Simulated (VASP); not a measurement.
An input for Ansatz (written as the equivalent of a VASP run, and not itself run):

Ansatz 0.2 input:
```yaml
crystal:
  lattice:
    - [0.0000000, 1.7888836, 1.7888836]
    - [1.7888836, 0.0000000, 1.7888836]
    - [1.7888836, 1.7888836, 0.0000000]
  atoms:
    - { symbol: Cu, position: [0.0000000, 0.0000000, 0.0000000] }
kpoints:
  mp_grid: { grid: [16, 16, 16] }
hamiltonian:
  xc: pbe
  dispersion: d4
  pseudopotentials: { kind: paw }
scf:
  occupations: { method: methfessel_paxton, width: 0.1 }
  max_iter: 100
relax:
  max_steps: 60
  f_tol: 0.01
  cell: {}
output: { forces: true, stress: true, eigenvalues: true }
```

Write the VASP files for the same calculation (PBE-D4).

Several could match; the one computed here: 
**INCAR**
```
SYSTEM=Cu
EDIFF=1E-6
LASPH=.True.   ! aspherical one-centre terms
NELM=100   ! most electronic steps
LREAL=.False.   ! projection in real space or not
PREC=Accurate
ISIF=3   ! ions, shape and volume
IBRION=2   ! conjugate gradients
LWAVE=.False.
SIGMA=0.1
LCHARG=.False.
ENCUT=520   ! plane-wave cut-off (eV)
NSW=60
EDIFFG=-0.01
ISMEAR=1
LMAXMIX=4
GGA=PE
ALGO=Normal
IVDW=13   ! D4
```

KPOINTS:
```
kpoints
0
gamma
  16 16 16
0 0 0
```

File POSCAR:
```
Cu
1
    0.0000000000     1.7888835734     1.7888835734
    1.7888835734    -0.0000000000     1.7888835734
    1.7888835734     1.7888835734     0.0000000000
Cu
1
Direct
  0.0000000000   0.0000000000   0.0000000000
```

POTCAR, in this order: Cu (PBE.64 set). Program: vasp_std.

What does not carry over: each code has its own PAW files, so the cut-off isn't converted (ENCUT is set for VASP's; basis.ecutwfc is left out, and Ansatz then takes the one that its files recommend); Ansatz stops its SCF on the density residual and VASP on the energy change (EDIFF).

The compound is Cu in the fcc structure. It was relaxed first. The start is the result of an earlier pass.
